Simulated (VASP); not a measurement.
Yb (fcc): computed properties

Computed with r2SCAN meta-GGA, VASP's PBE PAW potentials (set 64) (plane waves; VASP).

```yaml
space_group: Fm-3m (225)
cell: a = b = c = 5.3836 Å, α = β = γ = 90.00°
volume_per_atom: 39.01 Å³/atom
band gap (over mesh and band path): none (metal, semimetal or under 0.01 eV)
band_gap_with_spin_orbit_coupling: none (metallic)
density: 7.37 g/cm³
```

```
CELL_PARAMETERS angstrom
      0.00000     2.69180     2.69180
      2.69180     0.00000     2.69180
      2.69180     2.69180     0.00000
ATOMIC_POSITIONS crystal
  Yb 0.00000 0.00000 0.00000
```

Measured: a 5.485 Å at 293 K (computed value off by -1.8 %), as given by Wikipedia, Ytterbium (infobox). The calculation is for a static lattice, while the measured a holds thermal and zero-point effects, which are part of the difference. The 4f electrons are frozen in the core of the lanthanide potential, so 4f levels, which can set the real gap, and their magnetism are missing.

The compound is Yb in the fcc structure. It was relaxed first, which changed the volume by -5 %. Symmetry was kept, so distortions that lower it aren't found.
